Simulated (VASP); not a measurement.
Wanted: the native input for a VASP 6.6.1 run.

```yaml
Task: single point
Functional: PBE
Potentials_or_basis: VASP PAW PBE potentials, release 64 (Ba_sv, Re)
Cutoff: 520 eV
k_mesh: 6 × 6 × 2
Occupations: gaussian, width 0.1 eV
Spin: collinear spin, typed start
Starting_moments: "[0.0, 0.0, 1.0, 1.0, 1.0, 1.0] μB"
Dipole_correction: no
Further_INCAR_settings: ALGO = Fast; EDIFF = 1e-07; NBANDS = 37
```

The structure of BaRe2 lies in POSCAR:

```
BaRe2
1.0
    4.1727378768      0.0000000000      0.0000000000
   -2.0863689384      3.6136970046      0.0000000000
    0.0000000000      0.0000000000     10.8194831063
Ba Re
2 4
Direct
    0.0000000000      0.0000000000      0.2500000000
    0.0000000000      0.0000000000      0.7500000000
    0.3333333333      0.6666666667      0.4873848023
    0.6666666667      0.3333333333      0.9873848023
    0.6666666667      0.3333333333      0.5126151977
    0.3333333333      0.6666666667      0.0126151977
```

The cell was built by a generator and needn't be a form met in nature.

The cell isn't the ideal one: species swapped into the BaTl2 type (P6_3/mmc, No. 194).

These files were run (other wordings do the same):

INCAR

```
  PREC = Accurate
  ENCUT = 520
  EDIFF = 1E-7
  ISMEAR = 0
  SIGMA = 0.1
  LREAL = F
  LASPH = T
  NELM = 150
  ALGO = Fast
  ISIF = 2
  LWAVE = F
  LCHARG = F
  ISPIN = 2
  MAGMOM = 0 0 1 1 1 1
  LORBIT = 11
  LMAXMIX = 4
  GGA = PE
  NBANDS = 37
```

KPOINTS

```
regular mesh
0
Gamma
  6 6 2
```

Potentials or basis: VASP PAW PBE potentials, release 64 (Ba_sv, Re).

Launch:

```console
$ cat potpaw_PBE.64/Ba_sv/POTCAR potpaw_PBE.64/Re/POTCAR > POTCAR
$ mpirun -np 1 vasp_std > vasp.out
```

It gave:

* Pressure: -0.3 GPa
* Largest force: 0.095 eV/Å
* Band gap on the k mesh: none (metal or under the smearing width)
* Net moment: 0.00 μB per cell
* Valence electrons inside the program's atomic spheres: Ba 7.97; Re 6.07

Run time: 9.9 min on 1 thread of Intel(R) Xeon(R) Platinum 8488C (Sapphire Rapids), on a shared host, peak memory 0.41 GiB.
